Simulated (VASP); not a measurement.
Energy against volume of GdN (rock salt). Computed with SCAN meta-GGA, VASP's PBE PAW potentials (set 64) (plane waves; VASP).

The 4f electrons are frozen in the core of the lanthanide potential, so 4f levels, which can set the real gap, and their magnetism are missing.

| V (Å³/atom) | E (eV/atom) |
|---|---|
| 14.217 | -29.47350 |
| 14.671 | -29.49766 |
| 15.125 | -29.50449 |
| 15.579 | -29.49679 |
| 16.032 | -29.47689 |

### Question
Fit a third-order Birch-Murnaghan equation of state.

### Answer

| Quantity | Result |
|---|---|
| volume per atom | 15.10 Å^3/atom |
| bulk modulus | 172 GPa |
| pressure derivative of the bulk modulus | 4.83 |
| lattice constant a | 4.943 Å |

Measured: bulk modulus 192 GPa (computed value off by -10.4 %), as given by K Doll, Journal of Physics Condensed Matter (2008), arXiv:0801.3152; a 4.974 Å (computed value off by -0.6 %), as given by F. Natali et al., Progress in Materials Science (2013), arXiv:1208.2410. The calculation is for a static lattice, while the measured bulk modulus, a hold thermal and zero-point effects, which are part of the difference.

The compound is GdN in the rock salt structure. It was relaxed first.
